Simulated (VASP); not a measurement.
Given:

```xyz
6
Lattice="4.4105 0.0000 0.0000 0.0000 4.4105 0.0000 0.0000 0.0000 2.9083" Properties=species:S:1:pos:R:3 pbc="T T T"
Cr     0.0000     0.0000     0.0000
Cr     2.2053     2.2053     1.4541
O      1.3367     1.3367     0.0000
O      3.5419     0.8686     1.4541
O      0.8686     3.5419     1.4541
O      3.0739     3.0739     0.0000
```
Starting moments (μB, in the order of the record's atoms Cr Cr O O O O): 2.1 2.1 -0.1 -0.1 -0.1 -0.1.

The numbers are results of PBE GGA, VASP's PBE PAW potentials (set 64) (plane waves; VASP 6.6.1), not measurements. Run with 620 eV cut-off, 7×7×11 Γ-centred mesh, first-order Methfessel-Paxton smearing of 0.10 eV, potentials Cr_pv O.

Question: Estimate the cell moment, energy per atom (σ→0), pressure, band gap (on the k-mesh) with the smallest direct gap where there is one.

Answer: 
```
Item                                                        Result
------------------------  ----------------------------------------
band gap (on the k-mesh)  none (metal, semimetal or under 0.01 eV)
cell moment                                                4.00 μB
energy per atom (σ→0)                               -8.390 eV/atom
pressure                                                  5.07 GPa
```

Question: Give the moment on each site (PAW-sphere projection).

Answer: 
| site | moment (μB) |
|---|---|
| Cr1 | 2.09 |
| Cr2 | 2.09 |
| O3 | -0.07 |
| O4 | -0.07 |
| O5 | -0.07 |
| O6 | -0.07 |

Total energies compare only between runs with the same potentials, cut-off and functional.

The compound is CrO2 in the rutile structure. It was relaxed first under an external pressure of 5 GPa.
